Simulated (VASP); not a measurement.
Input:

```
GeSi3
1.0
   -0.00096     5.48879     5.48428
    5.48879    -0.00096     5.48428
    2.74391     2.74391     0.00000
Si Ge
6 2
Direct
  0.00004   0.00004   0.99992
  0.12496   0.12496   0.25008
  0.00409   0.49850   0.99741
  0.12091   0.62650   0.25259
  0.49850   0.00409   0.99741
  0.62650   0.12091   0.25259
  0.49699   0.49699   0.00602
  0.62801   0.62801   0.24398
```

All values below come from PBEsol GGA, VASP's PBE PAW potentials (set 64) (plane waves; VASP 6.6.1). Settings: 400 eV cut-off, 4×4×8 Γ-centred mesh, tetrahedra with Blöchl corrections, potentials Si Ge_d.

Predict the energy per atom (σ→0), band gap (on the k-mesh) with the smallest direct gap where there is one.

```yaml
band gap (on the k-mesh): 0.37 eV
smallest direct gap (on the k-mesh): 0.47 eV
energy per atom (σ→0): -5.533 eV/atom
```

Total energies compare only between runs with the same potentials, cut-off and functional.

The structure was generated: Ge2Si6 was put into an ordered model structure (Cmcm), which need not be its known phase. It was relaxed first.
